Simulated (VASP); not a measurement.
# GaGe (F-43m) in VASP: notebook

Runs on GaGe. Level: r2SCAN. Tasks: single point.

All numbers are computed with VASP 6.6.1; they aren't measurements. Logs are shortened: lines on timing, memory, paths and dates and some standing lists are left out, and cuts for length are marked.

### 1 The crystal as given

The structure is cubic, space group F-43m (No. 216). Conventional cell: a = 5.796 Å, b = 5.796 Å, c = 5.796 Å, α = 90.00°, β = 90.00°, γ = 90.00°. Ge (site symmetry -43m) is surrounded by 4 Ga at 2.51 Å. Ga (site symmetry -43m) has 4 Ge at 2.51 Å as nearest neighbours.

The cell comes from a database or a generator and needn't be the stable form of this composition.

### 2 Single point, r2SCAN

Input file INCAR:

```
SYSTEM = GaGe
PREC = Accurate ; ENCUT = 350
EDIFF = 1E-6 ; ISMEAR = -1
SIGMA = 0.1 ; LREAL = .False.
LASPH = .True. ; NELM = 100
ALGO = Normal ; ISIF = 2
LWAVE = .False. ; LCHARG = .False.
METAGGA = R2SCAN ; LMIXTAU = .True.
NBANDS = 10 ; ADDGRID = .False.
```

Input file KPOINTS:

```
regular mesh
0
Gamma
  3 3 3
  0 0 0
```

Input file POSCAR:

```
GaGe
1.0
    0.0000000000      2.8978440000      2.8978440000
    2.8978440000      0.0000000000      2.8978440000
    2.8978440000      2.8978440000      0.0000000000
Ge Ga
1 1
Direct
    0.0000000000      0.0000000000      0.0000000000
    0.2500000000      0.2500000000      0.2500000000
```

Potentials or basis: VASP PAW PBE potentials, release 64 (Ge, Ga).

On the command line:

```bash
$ cat potpaw_PBE.64/Ge/POTCAR potpaw_PBE.64/Ga/POTCAR > POTCAR
$ mpirun -np 1 vasp_std > vasp.out
```

OUTCAR:

```text
SYSTEM = GaGe
   PREC = Accurate
   ENCUT = 350
   EDIFF = 1E-6
   ISMEAR = -1
   LREAL = .False.
   LASPH = .True.
   NELM = 100
   ISIF = 2
   METAGGA = R2SCAN

 Found      4 irreducible k-points:

 Following reciprocal coordinates:
            Coordinates               Weight
  0.000000  0.000000  0.000000      1.000000
  0.333333  0.000000  0.000000      8.000000
  0.333333  0.333333  0.000000      6.000000
 -0.333333  0.333333  0.000000     12.000000
   k-points           NKPTS =      4   k-points in BZ     NKDIM =      4   number of bands    NBANDS=     10
   number of dos      NEDOS =    301   number of ions     NIONS =      2
   total plane-waves  NPLWV =  21952
   dimension x,y,z NGX =    28 NGY =   28 NGZ =   28
   dimension x,y,z NGXF=    56 NGYF=   56 NGZF=   56
   ions per type =               1   1
   NGX,Y,Z   is equivalent  to a cutoff of  11.36, 11.36, 11.36 a.u.
   NGXF,Y,Z  is equivalent  to a cutoff of  22.72, 22.72, 22.72 a.u.
 SYSTEM =  GaGe
   PREC   = accura    normal or accurate (medium, high low for compatibility)
   ISTART =      0    job   : 0-new  1-cont  2-samecut
   ICHARG =      2    charge: 1-file 2-atom 10-const
   ISPIN  =      1    spin polarized calculation?
   LNONCOLLINEAR =      F non collinear calculations
   LSORBIT =      F    spin-orbit coupling
   LASPH  =      T    aspherical Exc in radial PAW
   ENCUT  =  350.0 eV  25.72 Ry    5.07 a.u.   6.25  6.25  6.25*2*pi/ulx,y,z
   NELM   =    100;   NELMIN=  2; NELMDL= -5     # of ELM steps
   EDIFF  = 0.1E-05   stopping-criterion for ELM
   LREAL  =      F    real-space projection
   EDIFFG = 0.1E-04   stopping-criterion for IOM
   NSW    =      0    number of steps for IOM
   IBRION =     -1    ionic relax: 0-MD 1-quasi-New 2-CG
   NFREE  =      0    steps in history (QN), initial steepest desc. (CG)
   ISIF   =      2    stress and relaxation
   ISYM   =      2    0-nonsym 1-usesym 2-fastsym
   POTIM  = 0.5000    time-step for ionic-motion
   TEBEG  =    0.0;   TEEND  =   0.0 temperature during run
   PSTRESS=    0.0 pullay stress
   NELECT =       7.0000    total number of electrons
   NUPDOWN=      -1.0000    fix difference up-down
   EMIN   =  10.00;   EMAX   =-10.00  energy-range for DOS
   EFERMI =   0.00;   METHOD = LEGACY
   ISMEAR =    -1;   SIGMA  =   0.10  broadening in eV -4-tet -1-fermi 0-gaus
   EFERMI_NEDOS =   21; number of points for ismear=-14 and -15
   IALGO  =     38    algorithm
   IMIX   =      4    mixing-type and parameters
     AMIX     =   0.40;   BMIX     =  1.00
     AMIX_MAG =   1.60;   BMIX_MAG =  1.00
  volume/ion in A,a.u.               =      24.33       164.22
  Fermi-wavevector in a.u.,A,eV,Ry     =   0.857740  1.620894 10.010058  0.735719
  Thomas-Fermi vector in A             =   1.974840
   LORBIT       =      0    0 simple, 1 ext, 2 COOP (PROOUT), +10 PAW based schemes
   METAGGA = R2SCAN    functional components
   LHFCALC =     F    Hartree Fock is set to
   AEXX    =    0.0000 exact exchange contribution
   IVDW    =     0    specifies the selected vdW correction
   LEPSILON=     F    determine dielectric tensor
   LRPA    =     F    only Hartree local field effects (RPA)
 non-spin polarized calculation
  energy-cutoff  :      350.00
  volume of cell :       48.67
 maximum number of plane-waves:       745
 NGX is ok and might be reduce to    28
   NGX = 13   NGY = 13   NGZ = 13

 number of electron       7.0000000 magnetization

 Free energy of the ion-electron system (eV)
  ---------------------------------------------------
  ext. energy  EPLUGINS =         0.00000000
  ---------------------------------------------------
  free energy    TOTEN  =       -24.65735620 eV

  energy without entropy =      -24.58106876  energy(sigma->0) =      -24.61921248

 E-fermi :   1.7733     XC(G=0):  -9.1105

 val. band max:        0.6745168707   @ k =  -0.3333   0.3333   0.0000
 cond. band min:       1.8379984558   @ k =   0.3333   0.0000   0.0000
 fundamental gap:      1.1634815852
 Fermi energy:         1.7733416334

 k-point     1 :       0.0000    0.0000    0.0000
  band No.  band energies     occupation
      1      -9.7396      2.00000
      2       2.9756      0.00001
      3       2.9756      0.00001
      4       2.9756      0.00001
      5       3.8405      0.00000
      6       5.8349      0.00000
      7       5.8349      0.00000
      8       5.8349      0.00000
      9       9.6246      0.00000
     10      12.2777      0.00000

 k-point     2 :       0.3333    0.0000    0.0000
  band No.  band energies     occupation
      1      -8.5003      2.00000
      2      -2.8464      2.00000
      3       1.8380      0.68753
      4       1.8380      0.68752
      5       3.8861      0.00000
      6       6.9516      0.00000
      7       6.9516      0.00000
      8      10.0841      0.00000
      9      10.9790      0.00000
     10      11.8862      0.00000

 k-point     3 :       0.3333    0.3333    0.0000
  band No.  band energies     occupation
      1      -8.0164      2.00000
      2      -2.7900      2.00000
      3       0.3728      2.00000
      4       0.3728      2.00000
      5       3.8356      0.00000
      6       5.0961      0.00000
      7      10.6081      0.00000
      8      10.6081      0.00000
      9      11.6737      0.00000
     10      14.0818      0.00000

 k-point     4 :      -0.3333    0.3333    0.0000
  band No.  band energies     occupation
      1      -6.9761      2.00000
      2      -4.2632      2.00000
      3      -1.5113      2.00000
      4       0.6745      1.99997
      5       4.6212      0.00000
      6       8.7863      0.00000
      7       9.6496      0.00000
      8       9.8976      0.00000
      9      10.2456      0.00000
     10      11.8249      0.00000

------------------------ aborting loop because EDIFF is reached ----------------------------------------

  FORCE on cell =-STRESS in cart. coord.  units (eV):
  Direction    XX          YY          ZZ          XY          YZ          ZX
  --------------------------------------------------------------------------------------
  -------------------------------------------------------------------------------------
  Total       -0.7043112     -0.7043112     -0.7043112     -0.0000000      0.0000000     -0.0000000
  in kB      -23.1856992    -23.1856992    -23.1856992     -0.0000000      0.0000000     -0.0000000
  external PRESSURE =     -23.1856992 kB  Pullay stress =       0.0000000 kB

 VOLUME and BASIS-vectors are now :
 -----------------------------------------------------------------------------
  energy-cutoff  :      350.00
  volume of cell :       48.67
      direct lattice vectors                 reciprocal lattice vectors
     0.000000000  2.897844000  2.897844000    -0.172542069  0.172542069  0.172542069
     2.897844000  0.000000000  2.897844000     0.172542069 -0.172542069  0.172542069
     2.897844000  2.897844000  0.000000000     0.172542069  0.172542069 -0.172542069

 POSITION                                       TOTAL-FORCE (eV/Angst)
 -----------------------------------------------------------------------------------
      0.00000      0.00000      0.00000        -0.000000      0.000000      0.000000
      1.44892      1.44892      1.44892         0.000000     -0.000000     -0.000000
 -----------------------------------------------------------------------------------
    total drift:                                0.000000      0.000000      0.000000

  FREE ENERGIE OF THE ION-ELECTRON SYSTEM (eV)
  ---------------------------------------------------
  free  energy   TOTEN  =       -24.6573562049 eV

  energy  without entropy=      -24.5810687562  energy(sigma->0) =      -24.61921248
```

Run time: 13 s. Hardware: 1 thread of Intel Xeon Platinum 8488C (Sapphire Rapids), shared host; peak memory 0.15 GiB.

The run converged, but some of its settings lie outside the range that counts as converged, so its numbers aren't taken as properties of the crystal.

Results:

```
Free energy            : -24.6574 eV
Pressure               : -2.3 GPa
Band gap on the k mesh : none (metal or under the smearing width)
```

Caveat: the k mesh is coarse (spacing up to 0.63 Å⁻¹), so the values aren't converged; the PAW data sets were made with another functional, which shifts forces and pressure a little.

### 3 Single point, r2SCAN

Changes to INCAR since step 2:

```diff
@@ -1,3 +1,3 @@
 SYSTEM = GaGe
-PREC = Accurate ; ENCUT = 350
+PREC = Accurate ; ENCUT = 400
 EDIFF = 1E-6 ; ISMEAR = -1
```

KPOINTS is that of step 2.

POSCAR is that of step 2.

Potentials or basis: VASP PAW PBE potentials, release 64 (Ge, Ga).

On the command line:

```bash
$ cat potpaw_PBE.64/Ge/POTCAR potpaw_PBE.64/Ga/POTCAR > POTCAR
$ mpirun -np 1 vasp_std > vasp.out
```

OUTCAR:

```text
SYSTEM = GaGe
   PREC = Accurate
   ENCUT = 400
   EDIFF = 1E-6
   ISMEAR = -1
   LREAL = .False.
   LASPH = .True.
   NELM = 100
   ISIF = 2
   METAGGA = R2SCAN

 Found      4 irreducible k-points:

 Following reciprocal coordinates:
            Coordinates               Weight
  0.000000  0.000000  0.000000      1.000000
  0.333333  0.000000  0.000000      8.000000
  0.333333  0.333333  0.000000      6.000000
 -0.333333  0.333333  0.000000     12.000000
[... 127 lines left out ...]

  FORCE on cell =-STRESS in cart. coord.  units (eV):
  Direction    XX          YY          ZZ          XY          YZ          ZX
  --------------------------------------------------------------------------------------
  -------------------------------------------------------------------------------------
  Total       -0.7013523     -0.7013523     -0.7013523      0.0000000     -0.0000000      0.0000000
  in kB      -23.0882925    -23.0882925    -23.0882925      0.0000000     -0.0000000      0.0000000
  external PRESSURE =     -23.0882925 kB  Pullay stress =       0.0000000 kB

 VOLUME and BASIS-vectors are now :
 -----------------------------------------------------------------------------
  energy-cutoff  :      400.00
  volume of cell :       48.67
      direct lattice vectors                 reciprocal lattice vectors
     0.000000000  2.897844000  2.897844000    -0.172542069  0.172542069  0.172542069
     2.897844000  0.000000000  2.897844000     0.172542069 -0.172542069  0.172542069
     2.897844000  2.897844000  0.000000000     0.172542069  0.172542069 -0.172542069

 POSITION                                       TOTAL-FORCE (eV/Angst)
 -----------------------------------------------------------------------------------
      0.00000      0.00000      0.00000        -0.000000     -0.000000     -0.000000
      1.44892      1.44892      1.44892         0.000000      0.000000      0.000000
 -----------------------------------------------------------------------------------
    total drift:                                0.000000      0.000000      0.000000

  FREE ENERGIE OF THE ION-ELECTRON SYSTEM (eV)
  ---------------------------------------------------
  free  energy   TOTEN  =       -24.6578938827 eV

  energy  without entropy=      -24.5816064446  energy(sigma->0) =      -24.61975016
```

Run time: 14 s. Hardware: 1 thread of Intel Xeon Platinum 8488C (Sapphire Rapids), shared host; peak memory 0.15 GiB.

The run converged, but some of its settings lie outside the range that counts as converged, so its numbers aren't taken as properties of the crystal.

What came out:

```
Free energy            : -24.6579 eV
Pressure               : -2.3 GPa
Band gap on the k mesh : none (metal or under the smearing width)
```

Caveat: the k mesh is coarse (spacing up to 0.63 Å⁻¹), so the values aren't converged; the PAW data sets were made with another functional, which shifts forces and pressure a little.

### 4 Single point, r2SCAN

Changes to INCAR since step 3:

```diff
@@ -1,3 +1,3 @@
 SYSTEM = GaGe
-PREC = Accurate ; ENCUT = 400
+PREC = Accurate ; ENCUT = 450
 EDIFF = 1E-6 ; ISMEAR = -1
```

KPOINTS is that of step 3.

POSCAR is that of step 3.

On the command line:

```bash
$ cat potpaw_PBE.64/Ge/POTCAR potpaw_PBE.64/Ga/POTCAR > POTCAR
$ mpirun -np 1 vasp_std > vasp.out
```

It took 14 s on 1 thread of Intel Xeon Platinum 8488C (Sapphire Rapids), shared host; peak memory 0.15 GiB.

The run converged, but some of its settings lie outside the range that counts as converged, so its numbers aren't taken as properties of the crystal.

Results:

```
Free energy            : -24.6581 eV
Pressure               : -2.3 GPa
Band gap on the k mesh : none (metal or under the smearing width)
```

Caveat: the k mesh is coarse (spacing up to 0.63 Å⁻¹), so the values aren't converged; the PAW data sets were made with another functional, which shifts forces and pressure a little.

### 5 Single point, r2SCAN

Changes to INCAR since step 4:

```diff
@@ -1,3 +1,3 @@
 SYSTEM = GaGe
-PREC = Accurate ; ENCUT = 450
+PREC = Accurate ; ENCUT = 300
 EDIFF = 1E-6 ; ISMEAR = -1
```

Input file KPOINTS:

```
regular mesh
0
Gamma
  4 4 4
  0 0 0
```

POSCAR is that of step 4.

On the command line:

```bash
$ cat potpaw_PBE.64/Ge/POTCAR potpaw_PBE.64/Ga/POTCAR > POTCAR
$ mpirun -np 1 vasp_std > vasp.out
```

Wall time 13 s (1 thread of Intel Xeon Platinum 8488C (Sapphire Rapids), shared host); peak memory 0.13 GiB.

These settings aren't checked as converged: the numbers below hold their error.

What came out:

```
Free energy            : -24.9619 eV
Pressure               : -2.6 GPa
Band gap on the k mesh : none (metal or under the smearing width)
```

Caveat: the k mesh is coarse (spacing up to 0.47 Å⁻¹), so the values aren't converged; the PAW data sets were made with another functional, which shifts forces and pressure a little.

### 6 The reference run

An earlier run on the cell as given: functional PBE; potentials or basis VASP PAW PBE potentials, release 64 (Ge_d, Ga_d); cutoff 520 eV; k mesh 8 × 8 × 8; occupations fermi-dirac, width 0.05 eV; no spin polarisation.

* Pressure: 0.3 GPa
* Band gap on the k mesh: none (metal or under the smearing width)
